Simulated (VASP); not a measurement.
Data:

```
LiCl
1.0
    0.00000     2.48035     2.48035
    2.48035     0.00000     2.48035
    2.48035     2.48035     0.00000
Li Cl
1 1
Direct
  0.00000   0.00000   0.00000
  0.50000   0.50000   0.50000
```

Level of theory: PBE GGA, VASP's PBE PAW potentials (set 64) (plane waves; VASP). Numerical set-up: 400 eV cut-off, 11×11×11 Γ-centred mesh, Fermi-Dirac smearing of 0.020 eV, potentials Li_sv Cl.

At this cut-off the stress carries a Pulay error, which pulls relaxed volumes low.

Q: Give the stress tensor in GPa (positive for a compressed cell).

A: 
```
3.20  0.00  0.00
0.00  3.20  0.00
0.00  0.00  3.20
```
The pressure is its mean diagonal, 3.20 GPa.

The structure comes from a computed database's LiCl entry; how it stands against other phases isn't given here. The cell was not relaxed at this level.
